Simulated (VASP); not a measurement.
Level of theory: AM05 GGA, VASP's PBE PAW potentials (set 64) (plane waves; VASP).

The input files of a VASP run:

### INCAR
```
! general
SYSTEM   =  KTaO3
PREC     =  Accurate
ENCUT    =  520   ! plane-wave cut-off (eV)
LREAL    =  .FALSE.
LASPH    =  .TRUE.

! electronic loop
EDIFF    =  1E-7
NELM     =  100   ! most electronic steps
ALGO     =  Normal
LMAXMIX  =  6   ! l cut-off of mixed one-centre charges

! smearing
ISMEAR   =  0   ! Gaussian
SIGMA    =  0.05

! functional
GGA      =  AM

! ions
ISIF     =  2   ! forces and stress, cell fixed

! output
LWAVE    =  .FALSE.
LCHARG   =  .FALSE.
```

KPOINTS:
```
Automatic mesh
0
Gamma
6 6 6
0 0 0
```

**POSCAR**
```
KTaO3
1
    3.9530620251     0.0000000000     0.0000000000
    0.0000000000     3.9530620251     0.0000000000
    0.0000000000     0.0000000000     3.9530620251
K Ta O
1 1 3
Direct
  0.0000000000   0.0000000000   0.0000000000
  0.5000000000   0.5000000000   0.5000000000
  0.5000000000   0.0000000000   0.5000000000
  0.0000000000   0.5000000000   0.5000000000
  0.5000000000   0.5000000000   0.0000000000
```

POTCAR, in this order: K_sv Ta_pv O (PBE.64 set). Program: vasp_std.

Problem. What will the output report for the number of irreducible k-points (NKPTS), largest plane-wave count, number of space-group operations, FFT grid (NGX, NGY, NGZ)?

Solution. 
| Quantity | Value |
|---|---|
| number of irreducible k-points (NKPTS) | 20 |
| largest plane-wave count | 1743 |
| number of space-group operations | 48 |
| FFT grid (NGX, NGY, NGZ) | 30 × 30 × 30 |

The compound is KTaO3 in the cubic perovskite structure. This cell is one point of a volume scan, at 0.97 of the reference volume.
